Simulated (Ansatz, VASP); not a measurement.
# Cross-check of HfB2 between VASP and Ansatz, part 2 of 2

Aim: how closely do two programs agree when they are given the same cell, functional and k mesh? The cell is taken from a series of runs on this material, whose earlier steps may have relaxed, scaled, displaced or heated it; both programs get it as it stands.

VASP 6.6.1 and Ansatz 0.2.0.

So far: Set-up; VASP: zone-centre phonons, PBEsol.

### 3. Ansatz: zone-centre phonons, PBEsol

Level of this step: Ansatz beside VASP: Kohn-Sham DFT, plane waves, PBEsol (Ansatz).

Ansatz runs on its PAW soft_1 files.

The same cell, functional, mesh and smearing now go to Ansatz, which takes its cutoff from its data sets.

The input, input.yaml:

```yaml
crystal:
  lattice:
    - [3.1061253371, 0.0, 0.0]
    - [-1.5530626685, 2.6899834493, 0.0]
    - [0.0, 0.0, 3.5850869822]
  atoms:
    - { symbol: B, position: [0.3333333332, 0.6666666668, 0.5] }
    - { symbol: B, position: [0.6666666668, 0.3333333332, 0.5] }
    - { symbol: Hf, position: [0.0, 0.0, 0.0] }
kpoints:
  mp_grid: { grid: [15, 15, 12] }
hamiltonian:
  xc: pbesol
  pseudopotentials: { kind: paw, azcp: { folder: soft_1 }, xc_functional: pbe }
scf:
  occupations: { method: methfessel_paxton, width: 0.2 }
output:
  eigenvalues: true
phonons:
  method: dfpt
```

On the command line:

```sh
ansatz run input.yaml --threads 4 --pin off --max-ram 10240MiB --backend cpu --events-out ev --progress --plain --runs-dir out
```

Numbers of over 12 decimals in the logs are rounded to 6 here.

The program printed:

```text
zone centre: on kpoints.mp_grid the ground state, and the responses unless they are solved on pairs of k-points, stand on 448 of the mesh's 2700 k-points, reduced under 4 symmetry operations, with k and −k counted as one. Each operation leaves every solved displacement unchanged or reverses it
Engine: ansatz 0.2.0, aarch64-unknown-linux-gnu
Pseudopotentials: kind: paw
Pseudopotential: B, paw, valence charge 3, recommended cutoff 420 eV (normal), soft_1/B.paw.azcp
Pseudopotential: Hf, paw, valence charge 26, recommended cutoff 420 eV (normal), soft_1/Hf.paw.azcp
Functional definition: PBEsol
  exchange = pbesol_x
  correlation = pbesol_c
Crystal: 3 atoms, lattice volume = 29.955 Å³
Basis set: ecut = 420 eV, 563 PW (Γ), exchange–correlation on 48×48×48 points (8 copies of the dense FFT grid, shifted against one another)
Bands: 20, of which v1, the nominal top of the filled ones, is band 16 counted from 1 (15 counted from 0)
Symmetry: 24 space group operations
k-points: 448 of 2700 (irreducible under 4 space group operations, time reversal used)
Non-local potential: B, projectors of the file, l = 0: 2, l = 1: 2, l = 2: 1
Non-local potential: Hf, projectors of the file, l = 0: 3, l = 1: 2, l = 2: 2, l = 3: 3
PAW form: soft (Blöchl's): semilocal exchange-correlation on the pseudo side does not see the compensation charge
PAW frozen core: B, regenerated for the run's functional, and the local potential with it (the file was generated under x = pbe(κ = 0.804, μ = 0.219515), c = pbe(β = 0.066725))
PAW frozen core: Hf, regenerated for the run's functional, and the local potential with it (the file was generated under x = pbe(κ = 0.804, μ = 0.219515), c = pbe(β = 0.066725))
PAW one-centre angular grid: B, 110 points (default); XC on 64 Gauss nodes
PAW one-centre angular grid: Hf, 590 points (default); XC on 64 Gauss nodes
Initial density: superposition of atomic densities (chi_scale 0.1, normalization cell, long waves kept (reshape's long-wave potential 0.00 eV rms))
Initial wavefunctions: pseudopotential atomic-orbital guess
Functional: x = pbesol(κ = 0.804, μ = 0.123457), c = pbesol(β = 0.046)
SCF iter   1: F=—  HF=-15907.953955 eV  |F-HF|=—  |Δ(HF+E_count)|=         —  Δρ=6.56e-2  dr2=2.06e0  ethr=3.10e-3  ⟨swp⟩=4.3  Hψ=35484  notcnv=0
preconditioner: auto → none  [metal: Δε(μ)=0.067 eV  Ē_g=16.605 eV  σ=0.200 eV  W_gap=0.28  n_scr=8 (ndim 8)  ℏωp=37.2 eV  f_vac=0.000  D(μ)=0.22/eV (n_scr^D=0)  sad-step TF]
SCF iter   2: F=—  HF=-15907.523797 eV  |F-HF|=—  |Δ(HF+E_count)|=   4.30e-1  S|Δr|=    0.00e0  Δρ=3.52e-2  dr2=6.01e-1  ethr=3.10e-3  ⟨swp⟩=3.0  Hψ=19020  notcnv=0
SCF iter   3: F=—  HF=-15907.386855 eV  |F-HF|=—  |Δ(HF+E_count)|=   1.37e-1  S|Δr|=    0.00e0  Δρ=1.13e-2  dr2=2.66e-2  ethr=1.88e-3  ⟨swp⟩=2.1  Hψ=18751  notcnv=0
SCF iter   4: F=—  HF=-15907.322360 eV  |F-HF|=—  |Δ(HF+E_count)|=   6.45e-2  S|Δr|=    0.00e0  Δρ=3.02e-3  dr2=1.30e-3  ethr=8.31e-5  ⟨swp⟩=2.5  Hψ=18644  notcnv=0
SCF iter   5: F=—  HF=-15907.325561 eV  |F-HF|=—  |Δ(HF+E_count)|=   3.20e-3  S|Δr|=    0.00e0  Δρ=9.01e-4  dr2=3.62e-4  ethr=4.06e-6  ⟨swp⟩=2.0  Hψ=16249  notcnv=0
SCF iter   6: F=—  HF=-15907.325318 eV  |F-HF|=—  |Δ(HF+E_count)|=   2.44e-4  S|Δr|=    0.00e0  Δρ=1.79e-4  dr2=1.96e-5  ethr=1.13e-6  ⟨swp⟩=2.0  Hψ=16131  notcnv=0
SCF iter   7: F=—  HF=-15907.325316 eV  |F-HF|=—  |Δ(HF+E_count)|=   1.76e-6  S|Δr|=    0.00e0  Δρ=3.12e-5  dr2=2.54e-7  ethr=6.12e-8  ⟨swp⟩=2.1  Hψ=12492  notcnv=0
SCF iter   8: F=—  HF=-15907.325316 eV  |F-HF|=—  |Δ(HF+E_count)|=   6.39e-8  S|Δr|=    0.00e0  Δρ=3.49e-6  dr2=1.32e-9  ethr=7.95e-10  ⟨swp⟩=2.1  Hψ=14994  notcnv=0
SCF iter   9: F=—  HF=-15907.325316 eV  |F-HF|=—  |Δ(HF+E_count)|=  3.62e-10  S|Δr|=    0.00e0  Δρ=3.19e-7  dr2=2.78e-11  ethr=4.13e-12  ⟨swp⟩=2.3  Hψ=16233  notcnv=0
SCF iter  10: F=-15907.325316 eV  HF=-15907.325316 eV  |F-HF|=3.64e-12  |Δ(HF+E_count)|=  1.82e-12  S|Δr|=    0.00e0  Δρ=6.64e-8  dr2=6.53e-13  ethr=1.00e-12  ⟨swp⟩=6.0  Hψ=43685  notcnv=0
SCF 1 converged in 10 iterations: F = -15907.325316 eV  dr2 = 6.53e-13
  greatest PAW one-centre occupation: 0.998 electrons in one spin orbital (limit 2), on the Hf atom at site 2 (counted from 0), in its partial waves of l = 0
DFPT response loops at Γ: preconditioner auto → Kerker (q_TF=auto, 2.758 Å⁻¹) (partly filled bands, converged f_vac=0.000); β = 1.00, the filter's whole step (`scf.mixing.beta` (0.50) is not read by the response loops under this deck's `scf.mixing.preconditioner`; to damp them name `kerker` or `kerker_dos`, under which they read `scf.mixing.beta`, and type it under 1.00, their step now; both keys bind the ground state too); Broyden in place of MSR1
SCF converged after 10 iterations
Stability not checked: this state was not tested for a lower state beside it, because cold or Methfessel-Paxton smearing, or corrected tetrahedra, fill the levels in a way that the test cannot read (fill_not_monotonic; see scf.lower_state_search)
Free energy (F): -15907.325316 eV
Harris-Foulkes:  -15907.325316 eV  (|F-HF|=3.64e-12)
Internal energy: -15907.326065 eV  (E = F + TS)
E sigma→0 (E₀):  -15907.325503 eV
Entropy (-TS):   0.000750 eV (0.250 meV/atom)
Fermi energy:    18.871493 eV
--- Per-component energies (eV) ---
  E_band       = 76.554463
  E_kinetic    = 510.607588
  E_local      = -6566.969894  (includes V_loc(G=0)·N_el)
  E_nonlocal   = 81.813802
  E_hartree    = 3227.107763
  E_xc         = -332.068896
  E_vxc        = -334.746773  (∫ρ·V_xc dr)
  E_paw        = -7726.985228  (= ΣΔE_a)
  E_vpaw       = -68.365983  (= ΣTr[D̂ρ^β])
  E_aug_tail   = 0.000142  (compensation charges beyond the density's cutoff)
  E_ewald      = -5102.111821
  E_core_change = 1.280478  (= ΣΔE_core)
  E_smearing   = 0.000750  (= −TS)
  E_closure    = -0.000000  (closes the sum)
  Σ components = -15907.325316   (vs F -15907.325316, Δ=0.00e0)
--- Band table (eV; the first three rows and the last of 448) ---
  k-point 0: bands = [... 12 lower, 15.6534, 15.8413, 16.3089, 16.3089, 22.8652, 22.8652, 23.1441, 23.1441]
  k-point 1: bands = [... 12 lower, 14.7094, 16.3753, 16.3753, 16.7429, 22.2083, 22.2083, 22.9381, 22.9381]
  k-point 2: bands = [... 12 lower, 13.6512, 16.5717, 16.5717, 17.6915, 21.3171, 21.3171, 22.3898, 22.3898]
  k-point 447: bands = [... 12 lower, 11.8062, 13.7900, 14.4414, 16.0734, 22.3594, 24.1951, 24.2100, 25.1053]
--- Phonons (Γ-DFPT): 4 representative perturbations + reference, on 448 of 2700 k-points (Σ response iterations 12) ---
  k mesh reduced under 4 symmetry operations, with k and −k counted as one. Each operation leaves every solved displacement unchanged or reverses it
  ASR residual: 1.505e-5 → 0.000e0 eV/Å²; symmetrization residual: 7.792e-7 eV/Å²
  ASR residual per site (eV/Å²): 4.23e-6 4.23e-6 1.50e-5
  Γ frequencies (cm⁻¹): 0.00 0.00 0.00 422.45 422.45 431.06 537.98 846.85 846.85
  non-analytic LO–TO correction: not included (Born effective charges unavailable; polar crystals: no LO–TO splitting at Γ)
```

### 4. Side by side

Known differences besides the potentials themselves: the data sets hold 32 valence electrons in Ansatz (on its PAW soft_1 files) and 16 in VASP; the cutoff is 420 eV in Ansatz and 500 eV in VASP; Ansatz makes its cores anew for this functional, VASP keeps those of its PBE data sets. Total energies have different zeros and are not compared.

Both answers:

| quantity | Ansatz | VASP | difference |
| --- | --- | --- | --- |
| optical mode 1 to 2 (cm⁻¹) | 422.4 | 423.5 | -0.25 % |
| optical mode 3 (cm⁻¹) | 431.1 | 431.9 | -0.19 % |
| optical mode 4 (cm⁻¹) | 538.0 | 538.3 | -0.07 % |
| optical mode 5 to 6 (cm⁻¹) | 846.9 | 851.0 | -0.49 % |

Modes are paired by rising frequency, not by their patterns, so a pair may set unlike modes beside each other; they are those without the splitting of longitudinal modes.

### 5. What came out

```json
{
  "r.m.s. difference of the optical zone-centre modes, each program's sorted by frequency (zone-centre phonons, PBEsol)": "2.5 cm⁻¹"
}
```

What this shows: The r.m.s. difference of the optical zone-centre modes, each program's sorted by frequency is 2.5 cm⁻¹ (zone-centre phonons, PBEsol). The data sets hold unlike numbers of valence electrons (32 in Ansatz and 16 in VASP), so part of the differences comes from the potentials. How closely two codes agree says nothing of how well the functional describes the real material.

[Lines on the potential files, build, host, timing and source positions are cut from VASP's logs without a mark.]

[Logs are printed without paths, hosts, clocks, repeated set-up lines and the standing remarks that a program may print on its own settings, such as how far it seeks lower states.]

[Hosts, paths, dates, database ids (printed as entryN), source tags and the programs' standing remarks are cut or masked in the printed files.]
